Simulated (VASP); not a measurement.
```
Ni2Si
1.0
    3.83303     0.00000     0.00000
   -1.91652     3.31950     0.00000
    0.00000     0.00000     4.87184
Si Ni
2 4
Direct
  0.66667   0.33333   0.25000
  0.33333   0.66667   0.75000
  0.33333   0.66667   0.25000
  0.66667   0.33333   0.75000
  0.00000   0.00000   0.50000
  0.00000   0.00000   0.00000
```

Method: LDA (Ceperley-Alder, Perdew-Zunger), VASP's LDA PAW potentials (set 64) (plane waves; VASP). Run with 400 eV cut-off, Gaussian smearing of 0.050 eV, potentials Si Ni.

Give the energies of bands 14 to 27 at the high-symmetry points, in eV from the Fermi level.

```tsv
band	Γ	M	K	A	L	H
14	-2.15	-2.71	-2.41	-1.88	-2.56	-2.70
15	-2.03	-2.47	-2.41	-1.53	-2.46	-2.42
16	-1.48	-2.39	-2.21	-1.53	-2.46	-2.42
17	-1.48	-2.12	-2.21	-1.53	-1.83	-1.80
18	-1.47	-1.75	-1.96	-1.53	-1.83	-1.80
19	-1.47	-1.65	-1.93	-1.34	-1.82	-1.46
20	-1.35	-1.60	-1.71	-1.34	-1.82	-1.46
21	-0.69	-1.45	-1.71	-1.34	-1.36	-1.39
22	-0.69	-1.30	-1.34	-1.34	-1.36	-1.39
23	0.14	-1.08	-1.34	2.33	-0.98	-1.22
24	2.82	-0.75	-0.61	2.33	-0.98	-1.22
25	2.82	-0.60	0.54	3.43	1.01	-0.23
26	2.87	1.29	0.54	3.43	1.01	-0.23
27	2.98	1.94	1.62	3.43	3.07	5.70
```

It has no gap at this level: it comes out as a metal or semimetal.

The structure comes from a computed database's SiNi2 entry (P6_3/mmc); how it stands against other phases isn't given here. It was relaxed first. The run is not spin-polarised, so no magnetic state was tried.
